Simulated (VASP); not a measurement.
Band gaps of LiAgF2 (space group R-3m) from VASP (PAW), without and with spin-orbit coupling. Semilocal levels are at their own relaxed cell, hybrids and mBJ at PBE's; 0.00 means no gap at that level.

The cell of the LDA run:

```xyz
4
Lattice="1.4356 0.8289 6.1170 -1.4356 0.8289 6.1170 0.0000 -1.6577 6.1170" Properties=species:S:1:pos:R:3 pbc="T T T"
Li     0.0000     0.0000     9.1755
Ag     0.0000     0.0000     0.0000
F      0.0000     0.0000     2.0248
F      0.0000     0.0000    16.3262
```

| level | gap without SOC (eV) | gap with SOC (eV) | shift (eV) |
|---|---|---|---|
| LDA | 1.78 | … | … |

Some entries are withheld; supply them.

- LDA, gap with SOC (eV): 1.77
- LDA, shift (eV): -0.01

Only levels that ran to the end are used. Left out are those held back, those with too coarse a band path, GW runs whose mesh misses a band edge, hybrids' fits of cells that aren't cubic and levels without matching references; a question may draw on a part of the rest.

The structure comes from a computed database's LiAgF2 entry (R-3m); how it stands against other phases isn't given here. It was relaxed first, which changed the volume by -15 %. Symmetry was kept, so distortions that lower it aren't found.
